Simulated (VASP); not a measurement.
VASP runs on SiC (zinc blende) share one base input (PBE GGA, plane waves, VASP's PBE PAW potentials (set 64)) and change the settings named in each case.

File KPOINTS:
```
Automatic mesh
0
Gamma
9 9 9
0 0 0
```

File POSCAR:
```
SiC
1
    0.0000000000     2.1800000000     2.1800000000
    2.1800000000     0.0000000000     2.1800000000
    2.1800000000     2.1800000000     0.0000000000
Si C
1 1
Direct
  0.0000000000   0.0000000000   0.0000000000
  0.2500000000   0.2500000000   0.2500000000
```

INCAR:
```
# general
SYSTEM = SiC
PREC   = Accurate
ENCUT  = 520   # plane-wave cut-off (eV)
LREAL  = .False.
LASPH  = .True.   # aspherical one-centre terms

# electronic loop
EDIFF  = 1E-6
NELM   = 100
ALGO   = Normal

# smearing
ISMEAR = 0
SIGMA  = 0.05

# functional
GGA    = PE   # PBE

# ions
ISIF   = 2   # forces and stress, cell fixed

# output
LWAVE  = .False.
LCHARG = .False.
```

POTCAR, in this order: Si C (PBE.64 set). Program: vasp_std.

```csv
change,E(σ→0) (eV/atom),pressure (GPa)
base run,-7.5290,2.91
"GGA removed, LMIXTAU = .TRUE., METAGGA = SCAN",-10.3460,-1.26
"GGA removed, LMIXTAU = .TRUE., METAGGA = TPSS",-10.5046,0.69
GGA = PS,-7.9574,(withheld)
"GGA removed, LMIXTAU = .TRUE., METAGGA = R2SCAN",-9.6633,-0.75
IVDW = 11,-7.6743,0.94
GGA = RP,-7.1573,5.71
```

**Question.** What belongs in the gaps?

**Answer.** 
- GGA = PS, pressure (GPa): -0.13

Energies of different potentials or functionals have different zeros.

Left out are runs that ran out of time, are held back, or changed the cell or the kind of run, fixed moments of cells without a moment, rows past the twelfth, gaps on odd meshes, pressures of charged cells and columns that move by less than the noise.

The compound is SiC in the zinc blende structure. The cell was not relaxed at this level.
